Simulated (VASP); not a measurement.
Crystal: MoS2.

```
Mo S
1.0
     3.16100    0.00000    0.00000
    -1.58050    2.73751    0.00000
     0.00000    0.00000   12.90975
Mo S
2 4
Direct
  0.33333 0.66667 0.25000
  0.66667 0.33333 0.75000
  0.66667 0.33333 0.37123
  0.66667 0.33333 0.12877
  0.33333 0.66667 0.87123
  0.33333 0.66667 0.62877
```

The cell was built by a generator and needn't be a form met in nature.

Base run:

| Property | Result |
| --- | --- |
| Program | VASP 6.6.1 |
| Functional | vdW-DF |
| Potentials or basis | VASP PAW PBE potentials, release 64 (Mo_sv, S) |
| Cutoff | 520 eV |
| k mesh | 8 × 8 × 2 |
| Occupations | fermi-dirac, width 0.05 eV |
| Spin | no spin polarisation |

Its results: band gap on the k mesh 1.26 eV, indirect (least direct gap 1.98 eV); pressure 7.3 GPa; largest force 0.579 eV/Å.

Question: The run is repeated on the same cell with these changes: functional from vdW-DF to optB88-vdW. What comes out?

Answer: Band gap on the k mesh 1.21 eV, indirect (least direct gap 1.98 eV); pressure 2.8 GPa; largest force 0.338 eV/Å.

Caveats: the PAW data sets were made with another functional, which shifts forces and pressure a little.

A k mesh can miss the band edges.
